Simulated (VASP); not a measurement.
## Sb2TeO2: density of states with PBE

The system is Sb2TeO2.

```
Sb Te O
1.0
     4.03057    0.00000    0.00000
    -2.01529    3.49058    0.00000
     0.00000    0.00000    7.11625
Sb Te O
2 1 2
Direct
  0.33333 0.66667 0.30175
  0.66667 0.33333 0.69825
  0.00000 0.00000 0.00000
  0.66667 0.33333 0.39284
  0.33333 0.66667 0.60716
```

The cell was built by a generator and needn't be a form met in nature.

```
Program                 : VASP 6.6.1
Task                    : density of states
Functional              : PBE
Potentials or basis     : VASP PAW PBE potentials, release 64 (Sb, Te, O)
Cutoff                  : 520 eV
k mesh                  : 8 × 8 × 4
Occupations             : gaussian, width 0.1 eV
Spin                    : no spin polarisation
k mesh for the DOS      : 12 × 12 × 6
Occupations for the DOS : tetrahedron
Further INCAR settings  : ALGO = Normal; EDIFF = 1e-07; NBANDS = 22
```

```
Valence electrons inside the program's atomic spheres : Sb 2.19; Te 3.39; O 4.94
```

Levels at points of the mesh, in eV from the valence-band top:
```tsv
k point	band 10	band 11	band 12	band 13	band 14	band 15	band 16	band 17	band 18	band 19
(0.00, 0.00, 0.00)	-3.53	-3.46	-0.59	-0.59	0.00	2.17	2.17	2.18	2.28	2.28
(0.50, 0.00, 0.00)	-3.48	-3.39	-2.63	-1.22	-0.73	1.53	2.03	2.81	3.27	4.17
(0.00, 0.00, 0.50)	-3.54	-1.82	-0.43	-0.43	-0.07	1.06	1.06	2.32	3.00	3.51
(0.50, 0.00, 0.50)	-4.04	-2.44	-2.11	-1.20	-1.10	0.40	2.88	2.92	3.44	3.84
```

States per cell in windows of 1 eV (zero at the valence-band top; states under -8 eV left out):
| from (eV) | total | O4_p | O5_p | Te3_p | Sb1_p | Sb2_p | Sb1_s |
| --- | --- | --- | --- | --- | --- | --- | --- |
| -8.0 | 0.31 | 0.01 | 0.01 | 0.00 | 0.00 | 0.00 | 0.06 |
| -7.0 | 1.01 | 0.18 | 0.18 | 0.02 | 0.06 | 0.06 | 0.01 |
| -6.0 | 3.24 | 0.61 | 0.61 | 0.12 | 0.19 | 0.19 | 0.02 |
| -5.0 | 3.14 | 0.63 | 0.63 | 0.13 | 0.18 | 0.18 | 0.02 |
| -4.0 | 2.96 | 0.68 | 0.68 | 0.13 | 0.14 | 0.14 | 0.03 |
| -3.0 | 2.82 | 0.60 | 0.60 | 0.33 | 0.05 | 0.05 | 0.04 |
| -2.0 | 3.14 | 0.30 | 0.30 | 0.75 | 0.07 | 0.07 | 0.13 |
| -1.0 | 1.70 | 0.14 | 0.14 | 0.46 | 0.04 | 0.04 | 0.09 |
| 0.0 | 0.88 | 0.04 | 0.04 | 0.05 | 0.12 | 0.12 | 0.01 |
| 1.0 | 1.87 | 0.13 | 0.13 | 0.08 | 0.27 | 0.27 | 0.01 |
| 2.0 | 3.36 | 0.29 | 0.29 | 0.11 | 0.49 | 0.49 | 0.04 |
| 3.0 | 2.15 | 0.14 | 0.14 | 0.24 | 0.32 | 0.32 | 0.01 |
| 4.0 | 3.40 | 0.20 | 0.20 | 0.39 | 0.48 | 0.48 | 0.01 |
| 5.0 | 1.68 | 0.09 | 0.09 | 0.08 | 0.17 | 0.17 | 0.00 |
| 6.0 | 1.35 | 0.03 | 0.03 | 0.04 | 0.05 | 0.05 | 0.01 |
| 7.0 | 1.31 | 0.03 | 0.03 | 0.06 | 0.07 | 0.07 | 0.00 |

Run time: 74 s on 2 MPI ranks on Intel(R) Xeon(R) Platinum 8559C (Emerald Rapids), with other jobs on the host, peak memory 0.35 GiB a rank.

Spin-orbit coupling is left out, which matters for the levels of Sb, Te.
